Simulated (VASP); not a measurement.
Given:

```
Fe2KP2
1.0
   -1.87294     1.87294     6.20061
    1.87294    -1.87294     6.20061
    1.87294     1.87294    -6.20061
K Fe P
1 2 2
Direct
  0.00000   0.00000   0.00000
  0.75000   0.25000   0.50000
  0.25000   0.75000   0.50000
  0.33756   0.33756   0.00000
  0.66244   0.66244   0.00000
```

Calculation: PBEsol GGA, VASP's PBE PAW potentials (set 64) (plane waves; VASP). Run with 400 eV cut-off, Gaussian smearing of 0.050 eV, potentials K_sv Fe P.

**Question.** Give the energies of bands 7 to 20 at the high-symmetry points, in eV from the Fermi level.

**Answer.** 
```
band      Γ      X      P      N      M      S      R
----  -----  -----  -----  -----  -----  -----  -----
7     -4.75  -5.59  -5.56  -4.83  -4.83  -4.88  -5.54
8     -4.20  -5.52  -5.56  -4.63  -3.96  -4.57  -5.47
9     -3.56  -3.06  -3.02  -3.39  -3.59  -3.42  -3.06
10    -3.56  -2.98  -3.02  -3.36  -3.59  -3.32  -2.99
11    -2.83  -2.68  -2.59  -3.17  -2.83  -3.24  -2.74
12    -2.71  -2.23  -2.37  -3.02  -2.68  -2.97  -2.24
13    -2.71  -1.70  -1.62  -1.37  -2.68  -1.56  -1.67
14    -0.49  -1.55  -1.52  -1.35  -0.57  -1.22  -1.65
15    -0.09  -1.49  -1.52  -1.21  -0.09  -1.15  -1.47
16    -0.07  -0.77  -0.78  -1.18   0.50  -1.13  -0.67
17     0.46  -0.30  -0.27  -0.44   0.50  -0.55  -0.48
18     0.46  -0.27  -0.27  -0.29   0.88  -0.10  -0.28
19     0.88  -0.27  -0.23   2.07   0.94   1.78  -0.07
20     3.76  -0.17  -0.23   2.14   1.11   2.46  -0.04
```

It has no gap at this level: it comes out as a metal or semimetal.

The structure comes from a computed database's Fe2KP2 entry (I4/mmm); how it stands against other phases isn't given here. It was relaxed first. The run is not spin-polarised, so no magnetic state was tried. The electron count is odd and the run is not spin-polarised, which forces a metal.
